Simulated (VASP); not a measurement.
Take BaO (rock salt), without spin-orbit terms, in VASP with PAW potentials, and its band gap.  The mesh is coarse and the basis finite, so the quasiparticle values are not converged.

Task: One run gives 2.04 eV. Which level is it?
A) PBE-D4 (own cell)
B) LDA (own cell)
C) HSE06 (PBE cell)
D) evGW0@PBE (starting cell)

Result: A, PBE-D4 (own cell).  The others give 3.52 (evGW0@PBE (starting cell)), 1.70 (LDA (own cell)), 3.40 (HSE06 (PBE cell)).

Only levels that ran to the end are used. Left out are those held back, those with too coarse a band path, GW runs whose mesh misses a band edge, hybrids' fits of cells that aren't cubic and levels without matching references; a question may draw on a part of the rest.

The compound is BaO in the rock salt structure.
